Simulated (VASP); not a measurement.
Calculation: SCAN meta-GGA, VASP's PBE PAW potentials (set 64) (plane waves; VASP).

Input for VASP

### INCAR
```
NELM  =  100
EDIFF  =  1E-7
LREAL  =  .FALSE.
LMIXTAU  =  .TRUE.
ENCUT  =  520
LASPH  =  .TRUE.   # aspherical one-centre terms
ISIF  =  2   # forces and stress, cell fixed
LWAVE  =  .FALSE.
METAGGA  =  SCAN
SYSTEM  =  Sr
PREC  =  Accurate
NEDOS  =  601
ALGO  =  Normal
ISMEAR  =  -5   # tetrahedra, Bloechl
LMAXMIX  =  4   # l cut-off of mixed one-centre charges
LORBIT  =  11
LCHARG  =  .FALSE.
```

### POSCAR
```
Sr
1
    0.0000000000     3.0400000000     3.0400000000
    3.0400000000     0.0000000000     3.0400000000
    3.0400000000     3.0400000000     0.0000000000
Sr
1
Direct
  0.0000000000   0.0000000000   0.0000000000
```

**KPOINTS_OPT**
```
k-points along high-symmetry lines
10
Line-mode
Reciprocal
  0.000000   0.000000   0.000000 ! GAMMA
  0.500000   0.000000   0.500000 ! X

  0.500000   0.000000   0.500000 ! X
  0.625000   0.250000   0.625000 ! U

  0.375000   0.375000   0.750000 ! K
  0.000000   0.000000   0.000000 ! GAMMA

  0.000000   0.000000   0.000000 ! GAMMA
  0.500000   0.500000   0.500000 ! L

  0.500000   0.500000   0.500000 ! L
  0.500000   0.250000   0.750000 ! W

  0.500000   0.250000   0.750000 ! W
  0.500000   0.000000   0.500000 ! X
```

### KPOINTS
```
Automatic mesh
0
G
 12 12 12
```

POTCAR, in this order: Sr_sv (PBE.64 set). Program: vasp_std.

The run wrote:

### OUTCAR
```
 ion  position               nearest neighbor table
   1  0.000  0.000  0.000-
  LATTYP: Found a face centered cubic cell.
 ALAT       =     6.0800000000
 Subroutine PRICEL returns:
 Original cell was already a primitive cell.
 Subroutine GETGRP returns: Found 48 space group operations
The static configuration has the point symmetry O_h .
The dynamic configuration has the point symmetry O_h .
 Subroutine INISYM returns: Found 48 space group operations
 Subroutine IBZKPT returns following result:
 Found     72 irreducible k-points:

 Following reciprocal coordinates:
            Coordinates               Weight
  0.000000  0.000000  0.000000      1.000000
  0.083333  0.000000  0.000000      8.000000
  0.166667  0.000000  0.000000      8.000000
  0.250000  0.000000  0.000000      8.000000
  0.333333  0.000000  0.000000      8.000000
  0.416667  0.000000  0.000000      8.000000
  0.500000  0.000000  0.000000      4.000000
  0.083333  0.083333  0.000000      6.000000
  0.166667  0.083333  0.000000     24.000000
  0.250000  0.083333  0.000000     24.000000
  0.333333  0.083333  0.000000     24.000000
  0.416667  0.083333  0.000000     24.000000
  0.500000  0.083333  0.000000     24.000000
 -0.416667  0.083333  0.000000     24.000000
 -0.333333  0.083333  0.000000     24.000000
 -0.250000  0.083333  0.000000     24.000000
 -0.166667  0.083333  0.000000     24.000000
 -0.083333  0.083333  0.000000     12.000000
  0.166667  0.166667  0.000000      6.000000
  0.250000  0.166667  0.000000     24.000000
  0.333333  0.166667  0.000000     24.000000
  0.416667  0.166667  0.000000     24.000000
  0.500000  0.166667  0.000000     24.000000
 -0.416667  0.166667  0.000000     24.000000
 -0.333333  0.166667  0.000000     24.000000
 -0.250000  0.166667  0.000000     24.000000
 -0.166667  0.166667  0.000000     12.000000
  0.250000  0.250000  0.000000      6.000000
  0.333333  0.250000  0.000000     24.000000
  0.416667  0.250000  0.000000     24.000000
  0.500000  0.250000  0.000000     24.000000
 -0.416667  0.250000  0.000000     24.000000
 -0.333333  0.250000  0.000000     24.000000
 -0.250000  0.250000  0.000000     12.000000
  0.333333  0.333333  0.000000      6.000000
  0.416667  0.333333  0.000000     24.000000
  0.500000  0.333333  0.000000     24.000000
 -0.416667  0.333333  0.000000     24.000000
 -0.333333  0.333333  0.000000     12.000000
  0.416667  0.416667  0.000000      6.000000
   k-points           NKPTS =     72   k-points in BZ     NKDIM =     72   number of bands    NBANDS=      9
   number of dos      NEDOS =    601   number of ions     NIONS =      1
   total plane-waves  NPLWV =  32768
   dimension x,y,z NGX =    32 NGY =   32 NGZ =   32
   dimension x,y,z NGXF=    64 NGYF=   64 NGZF=   64
   ions per type =               1
   PREC   = accura    normal or accurate (medium, high low for compatibility)
   ISTART =      0    job   : 0-new  1-cont  2-samecut
   ICHARG =      2    charge: 1-file 2-atom 10-const
   ISPIN  =      1    spin polarized calculation?
   LNONCOLLINEAR =      F non collinear calculations
   LSORBIT =      F    spin-orbit coupling
   INIWAV =      1    electr: 0-lowe 1-rand  2-diag
   ENCUT  =  520.0 eV  38.22 Ry    6.18 a.u.   7.99  7.99  7.99*2*pi/ulx,y,z
   NELM   =    100;   NELMIN=  2; NELMDL= -5     # of ELM steps
   EDIFF  = 0.1E-06   stopping-criterion for ELM
   LREAL  =      F    real-space projection
   NLSPLINE    = F    spline interpolate recip. space projectors
   LMAXMIX     =    4 max onsite mixed and CHGCAR
   VOSKOWN=      0    Vosko Wilk Nusair interpolation
...
```

**OSZICAR**
```
       N       E                     dE             d eps       ncg     rms          rms(c)
DAV:   1     0.174352230889E+02    0.17435E+02   -0.49613E+03  1304   0.979E+02
DAV:   2    -0.240360561074E+02   -0.41471E+02   -0.41183E+02  1443   0.177E+02
DAV:   3    -0.263333017930E+02   -0.22972E+01   -0.22779E+01  2064   0.320E+01
DAV:   4    -0.264284646480E+02   -0.95163E-01   -0.94940E-01  1840   0.581E+00
DAV:   5    -0.264311838053E+02   -0.27192E-02   -0.27183E-02  2166   0.581E-01    0.744E+00
DAV:   6    -0.210612842005E+02    0.53699E+01   -0.89186E+00  1995   0.105E+01    0.152E+01
DAV:   7    -0.207669928069E+02    0.29429E+00   -0.13888E+01  1876   0.150E+01    0.536E+00
DAV:   8    -0.233176361104E+02   -0.25506E+01   -0.37108E+00  2008   0.114E+01    0.168E+00
DAV:   9    -0.219409734244E+02    0.13767E+01   -0.13658E+00  1992   0.788E+00    0.147E+00
DAV:  10    -0.223172960117E+02   -0.37632E+00   -0.69518E-01  1583   0.645E+00    0.177E+00
DAV:  11    -0.223077220542E+02    0.95740E-02   -0.32598E-02  1627   0.232E+00    0.198E+00
DAV:  12    -0.223425297208E+02   -0.34808E-01   -0.18614E-01  2050   0.273E+00    0.303E+00
DAV:  13    -0.223845396499E+02   -0.42010E-01   -0.24404E-02  1964   0.130E+00    0.357E+00
DAV:  14    -0.223849613439E+02   -0.42169E-03   -0.13353E-03  1383   0.538E-01    0.363E+00
DAV:  15    -0.224395556228E+02   -0.54594E-01   -0.13736E-02  1926   0.750E-01    0.409E+00
DAV:  16    -0.224119552122E+02    0.27600E-01   -0.61867E-03  1519   0.829E-01    0.380E+00
DAV:  17    -0.223390979882E+02    0.72857E-01   -0.25942E-02  1660   0.127E+00    0.316E+00
DAV:  18    -0.223109732038E+02    0.28125E-01   -0.19839E-02  1593   0.147E+00    0.238E+00
DAV:  19    -0.222660728857E+02    0.44900E-01   -0.32400E-02  1338   0.207E+00    0.132E+00
DAV:  20    -0.222677598567E+02   -0.16870E-02   -0.14793E-02  2123   0.114E+00    0.838E-01
DAV:  21    -0.222680957651E+02   -0.33591E-03   -0.46900E-03  1308   0.955E-01    0.568E-01
DAV:  22    -0.222774086551E+02   -0.93129E-02   -0.13612E-03  1360   0.416E-01    0.528E-01
DAV:  23    -0.222784654417E+02   -0.10568E-02   -0.34950E-04  1351   0.285E-01    0.508E-01
DAV:  24    -0.222790047041E+02   -0.53926E-03   -0.10338E-03  1305   0.485E-01    0.485E-01
DAV:  25    -0.222608005691E+02    0.18204E-01   -0.14747E-02  1302   0.195E+00    0.426E-01
DAV:  26    -0.222625084975E+02   -0.17079E-02   -0.75134E-03  1302   0.140E+00    0.489E-01
DAV:  27    -0.222691216550E+02   -0.66132E-02   -0.64462E-03  1304   0.101E+00    0.344E-01
DAV:  28    -0.222682282597E+02    0.89340E-03   -0.53197E-04  1554   0.359E-01    0.350E-01
DAV:  29    -0.222689637500E+02   -0.73549E-03   -0.82257E-03  1303   0.125E+00    0.152E-01
DAV:  30    -0.222690272668E+02   -0.63517E-04   -0.16366E-04  2011   0.841E-02    0.138E-01
DAV:  31    -0.222707261119E+02   -0.16988E-02   -0.13761E-02  1302   0.153E+00    0.126E-01
DAV:  32    -0.222707910966E+02   -0.64985E-04   -0.36524E-02  1296   0.212E+00    0.130E-01
DAV:  33    -0.222697013181E+02    0.10898E-02   -0.16187E-03  1304   0.392E-01    0.937E-02
DAV:  34    -0.222702328934E+02   -0.53158E-03   -0.54120E-04  1302   0.246E-01    0.682E-02
DAV:  35    -0.222718055237E+02   -0.15726E-02   -0.21991E-03  1304   0.497E-01    0.136E-01
DAV:  36    -0.222719808686E+02   -0.17534E-03   -0.10528E-04  2130   0.134E-01    0.160E-01
DAV:  37    -0.222719500422E+02    0.30826E-04   -0.32820E-05  1308   0.726E-02    0.143E-01
DAV:  38    -0.222720027641E+02   -0.52722E-04   -0.58131E-06  1378   0.296E-02    0.141E-01
DAV:  39    -0.222719002129E+02    0.10255E-03   -0.18382E-05  1306   0.583E-02    0.135E-01
DAV:  40    -0.222720856725E+02   -0.18546E-03   -0.37330E-05  1306   0.697E-02    0.136E-01
DAV:  41    -0.222718448314E+02    0.24084E-03   -0.89864E-05  1304   0.112E-01    0.129E-01
DAV:  42    -0.222717318008E+02    0.11303E-03   -0.27240E-05  1306   0.601E-02    0.132E-01
DAV:  43    -0.222721296572E+02   -0.39786E-03   -0.13589E-04  1304   0.156E-01    0.167E-01
DAV:  44    -0.222721279885E+02    0.16687E-05   -0.20022E-06  2088   0.114E-02    0.168E-01
DAV:  45    -0.222722262506E+02   -0.98262E-04   -0.10433E-05  1306   0.318E-02    0.179E-01
DAV:  46    -0.222724977020E+02   -0.27145E-03   -0.12812E-04  1304   0.121E-01    0.179E-01
DAV:  47    -0.222721509597E+02    0.34674E-03   -0.90898E-05  1302   0.980E-02    0.162E-01
DAV:  48    -0.222721097592E+02    0.41200E-04   -0.14116E-04  1301   0.187E-01    0.144E-01
DAV:  49    -0.222718404088E+02    0.26935E-03   -0.28027E-04  1300   0.237E-01    0.124E-01
DAV:  50    -0.222715140105E+02    0.32640E-03   -0.22630E-04  1299   0.206E-01    0.974E-02
DAV:  51    -0.222714529377E+02    0.61073E-04   -0.41550E-04  1298   0.274E-01    0.595E-02
DAV:  52    -0.222708410271E+02    0.61191E-03   -0.38835E-04  1330   0.202E-01    0.260E-02
DAV:  53    -0.222703660165E+02    0.47501E-03   -0.57760E-04  1332   0.278E-01    0.301E-02
DAV:  54    -0.222703175068E+02    0.48510E-04   -0.67070E-05  1702   0.106E-01    0.263E-02
DAV:  55    -0.222702681818E+02    0.49325E-04   -0.83957E-05  1301   0.132E-01    0.292E-02
DAV:  56    -0.222702075479E+02    0.60634E-04   -0.13707E-04  1300   0.127E-01    0.291E-02
DAV:  57    -0.222702201963E+02   -0.12648E-04   -0.98879E-06  1704   0.395E-02    0.210E-02
DAV:  58    -0.222702767915E+02   -0.56595E-04   -0.54037E-05  1298   0.762E-02    0.723E-03
DAV:  59    -0.222702583446E+02    0.18447E-04   -0.27768E-05  1300   0.619E-02    0.687E-03
DAV:  60    -0.222702528877E+02    0.54568E-05   -0.48547E-06  1305   0.355E-02    0.374E-03
DAV:  61    -0.222702531327E+02   -0.24495E-06   -0.41569E-06  1302   0.326E-02    0.119E-03
DAV:  62    -0.222702545341E+02   -0.14014E-05   -0.23982E-06  1301   0.245E-02    0.119E-03
DAV:  63    -0.222702505125E+02    0.40216E-05   -0.23599E-06  1302   0.230E-02    0.174E-03
DAV:  64    -0.222702465062E+02    0.40063E-05   -0.92331E-07  1312   0.121E-02    0.240E-03
DAV:  65    -0.222702478007E+02   -0.12945E-05   -0.15593E-07  1345   0.508E-03    0.210E-03
DAV:  66    -0.222702543722E+02   -0.65715E-05   -0.12342E-06  1302   0.125E-02    0.616E-04
DAV:  67    -0.222702545433E+02   -0.17116E-06   -0.10949E-07  1306   0.486E-03    0.680E-04
DAV:  68    -0.222702550861E+02   -0.54275E-06   -0.60184E-08  1304   0.351E-03    0.499E-04
DAV:  69    -0.222702566548E+02   -0.15687E-05   -0.75939E-08  1281   0.292E-03    0.236E-04
DAV:  70    -0.222702568312E+02   -0.17643E-06   -0.25667E-09   657   0.634E-04    0.200E-04
DAV:  71    -0.222702573955E+02   -0.56431E-06   -0.15217E-08   657   0.138E-03    0.299E-04
DAV:  72    -0.222702570492E+02    0.34634E-06   -0.54755E-09   657   0.820E-04    0.142E-04
DAV:  73    -0.222702569147E+02    0.13455E-06   -0.59572E-10   657   0.297E-04    0.779E-05
DAV:  74    -0.222702567277E+02    0.18697E-06   -0.45535E-10   657   0.265E-04    0.513E-05
DAV:  75    -0.222702568007E+02   -0.73035E-07   -0.15986E-10   657   0.104E-04
   1 F= -.22270257E+02 E0= -.22270257E+02  d E =0.000000E+00
       N       E                     dE             ncg
```

**OUTCAR**
```
------------------------ aborting loop because EDIFF is reached ----------------------------------------
  FORCE on cell =-STRESS in cart. coord.  units (eV):
  Direction    XX          YY          ZZ          XY          YZ          ZX
  --------------------------------------------------------------------------------------
  Total       -0.0336329     -0.0336329     -0.0336329     -0.0000000      0.0000000     -0.0000000
  in kB       -0.9590117     -0.9590117     -0.9590117     -0.0000000      0.0000000     -0.0000000
  external PRESSURE =      -0.9590117 kB  Pullay stress =       0.0000000 kB
  volume of cell :       56.19
      direct lattice vectors                 reciprocal lattice vectors
     0.000000000  3.040000000  3.040000000    -0.164473684  0.164473684  0.164473684
     3.040000000  0.000000000  3.040000000     0.164473684 -0.164473684  0.164473684
     3.040000000  3.040000000  0.000000000     0.164473684  0.164473684 -0.164473684
 POSITION                                       TOTAL-FORCE (eV/Angst)
 -----------------------------------------------------------------------------------
      0.00000      0.00000      0.00000        -0.000000      0.000000      0.000000
 -----------------------------------------------------------------------------------
    total drift:                                0.000000      0.000000     -0.000000
  FREE ENERGIE OF THE ION-ELECTRON SYSTEM (eV)
  ---------------------------------------------------
  free  energy   TOTEN  =       -22.2702568007 eV

  energy  without entropy=      -22.2702568007  energy(sigma->0) =      -22.27025680

 total charge

# of ion       s       p       d       tot
------------------------------------------
    1        2.055   5.766   0.118   7.939
```
(Selected blocks of OUTCAR.)

For a metal the tetrahedron method with Blöchl corrections gives inexact stress and forces.

The compound is Sr in the fcc structure. The cell was not relaxed at this level.
